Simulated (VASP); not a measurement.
Consider the following.

```xyz
3
Lattice="2.3529 -4.0753 0.0000 2.3529 4.0753 0.0000 0.0000 0.0000 6.0189" Properties=species:S:1:pos:R:3 pbc="T T T"
Te     0.5993     1.0380     4.0126
Te     3.5072     0.0000     0.0000
Te     0.5993    -1.0380     2.0063
```

The numbers are results of r2SCAN meta-GGA, VASP's PBE PAW potentials (set 64) (plane waves; VASP 6.6.1), not measurements. Run with 520 eV cut-off, 7×7×5 Γ-centred mesh, Gaussian smearing of 0.050 eV, potentials Te.

Task: The ions and cell shape at fixed volume are relaxed. Predict the relaxed structure.

Result: 
```xyz
3
Lattice="2.3801 -4.1224 0.0000 2.3801 4.1224 0.0000 0.0000 0.0000 5.8821" Properties=species:S:1:pos:R:3 pbc="T T T"
Te     2.9637    -3.1115     3.9214
Te     3.5929     0.0000     0.0000
Te     2.9637     3.1115     1.9607
```
Space group P3_121 (152), at a tolerance of 0.03 Å.

Task: How much energy does the relaxation gain?

Result: The energy (σ→0) changes by -11.9 meV/atom, in 6 ionic steps.

```csv
step,E(σ→0) (eV),max force (eV/Å),pressure (GPa),volume (Å³)
1,-76.1976,0.355,-2.29,115.43
2,-76.2185,0.239,-1.70,115.43
3,-76.2329,0.022,-0.73,115.43
4,-76.2331,0.013,-0.58,115.43
5,-76.2331,0.003,-0.62,115.43
6,-76.2332,0.000,-0.62,115.43
```

The compound is Te in the trig structure. This cell is one point of a volume scan, at 1.06 of the reference volume. Symmetry was kept, so distortions that lower it aren't found.
